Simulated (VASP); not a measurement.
Computed with PBEsol GGA, VASP's PBE PAW potentials (set 64) (plane waves; VASP).

The input files of a VASP run:

**INCAR**
```
SYSTEM=CaF2
PREC=Accurate; ENCUT=600; LREAL=.FALSE.
LASPH=.TRUE.
EDIFF=1E-7; NELM=100; ALGO=Normal
ISMEAR=0; SIGMA=0.05
GGA=PS
IBRION=2; NSW=40; ISIF=3
EDIFFG=-0.01; PSTRESS=50
LWAVE=.FALSE.; LCHARG=.FALSE.
```

### KPOINTS
```
Automatic mesh
0
Gamma
 6 6 6
```

POSCAR:
```
CaF2
1
    0.0000000000     2.7137071616     2.7137071616
    2.7137071616     0.0000000000     2.7137071616
    2.7137071616     2.7137071616     0.0000000000
Ca F
1 2
Direct
  0.0000000000   0.0000000000   0.0000000000
  0.2500000000   0.2500000000   0.2500000000
  0.7500000000   0.7500000000   0.7500000000
```

POTCAR, in this order: Ca_sv F (PBE.64 set). Program: vasp_std.

What will the output report for the number of irreducible k-points (NKPTS), number of bands (NBANDS), largest plane-wave count, number of space-group operations, FFT grid (NGX, NGY, NGZ)?

```yaml
number of irreducible k-points (NKPTS): 16
number of bands (NBANDS): 16
largest_plane_wave_count: 1363
number_of_space_group_operations: 48
FFT grid (NGX, NGY, NGZ): 32 × 32 × 32
```

The compound is CaF2 in the fluorite structure. This run relaxes it under an external pressure of 5 GPa. Symmetry was kept, so distortions that lower it aren't found.
